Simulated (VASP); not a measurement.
An input for Ansatz (written as the equivalent of a VASP run, and not itself run):

Ansatz 0.2 input:
```yaml
crystal:
  lattice:
    - [0.0000000, 3.1919840, 3.1919840]
    - [3.1919840, 0.0000000, 3.1919840]
    - [3.1919840, 3.1919840, 0.0000000]
  atoms:
    - { symbol: K, position: [0.0000000, 0.0000000, 0.0000000] }
    - { symbol: Cl, position: [0.5000000, 0.5000000, 0.5000000] }
kpoints:
  mp_grid: { grid: [8, 8, 8] }
hamiltonian:
  xc: pbe
  pseudopotentials: { kind: paw }
scf:
  occupations: { method: gaussian, width: 0.05 }
  max_iter: 100
relax:
  max_steps: 40
  f_tol: 0.01
  cell: { p_target: 5 }
output: { forces: true, stress: true, eigenvalues: true }
```

Question: Translate this input to VASP (INCAR, KPOINTS, POSCAR, choice of POTCAR).

Answer: One answer among several that fit: 
File KPOINTS:
```
Automatic mesh
0
Gamma
8 8 8
0 0 0
```

**POSCAR**
```
KCl
1.0
  0.0000000000   3.1919840206   3.1919840206
  3.1919840206   0.0000000000   3.1919840206
  3.1919840206   3.1919840206   0.0000000000
K Cl
1 1
direct
  0.0000000000   0.0000000000   0.0000000000
  0.5000000000   0.5000000000   0.5000000000
```

**INCAR**
```
PSTRESS=50   ! kbar
GGA=PE   ! PBE
ENCUT=480
ISIF=3   ! ions, shape and volume
NELM=100
NSW=40   ! most ionic steps
EDIFFG=-0.01
LWAVE=.FALSE.
IBRION=2   ! conjugate gradients
ALGO=Normal
SYSTEM=KCl
PREC=Accurate
SIGMA=0.05
LCHARG=.FALSE.
LASPH=.TRUE.
ISMEAR=0   ! Gaussian
LREAL=.FALSE.   ! projection in real space or not
EDIFF=1E-7   ! SCF stop (eV)
```

POTCAR, in this order: K_sv Cl (PBE.64 set). Program: vasp_std.

Limits of the translation: each code has its own PAW files, so the cut-off isn't converted (ENCUT is set for VASP's; basis.ecutwfc is left out, and Ansatz then takes the one that its files recommend); Ansatz stops its SCF on the density residual and VASP on the energy change (EDIFF).

The compound is KCl in the rock salt structure. This run relaxes it under an external pressure of 5 GPa. Symmetry was kept, so distortions that lower it aren't found.
